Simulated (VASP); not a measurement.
MoSi$_{2}$ (MoSi2 type): the formation energy from VASP (plane waves, PAW) at several levels of theory. The references are the elements' solids at the same level; no temperature or zero-point terms are added.

```
level   formation energy (eV/atom)
------  --------------------------
LDA                         -0.589
PBE                         -0.492
PBEsol                      -0.602
r2SCAN                      -0.463
```

The cell of the LDA run:

MoSi$_{2}$ is taken in the tetragonal space group I4/mmm (No. 139), Pearson symbol tI6. Conventional cell: a = 3.177 Å, b = 3.177 Å, c = 7.787 Å, α = 90.00°, β = 90.00°, γ = 90.00°. Si on 4e is coordinated by 5 Si at 2.567–2.609 Å and 5 Mo at 2.587–2.610 Å. Mo on 2a has 10 Si at 2.587–2.610 Å and 4 Mo at 3.177 Å. (Neighbours: up to the widest gap in distance over summed covalent radii, below 1.35, at either atom; cation-cation and far metal-metal contacts left out.)
(The calculation used a cell of 3 atoms; values per cell refer to that cell.)

Only levels that ran to the end are used. Left out are those held back, those with too coarse a band path, GW runs whose mesh misses a band edge, hybrids' fits of cells that aren't cubic and levels without matching references; a question may draw on a part of the rest.
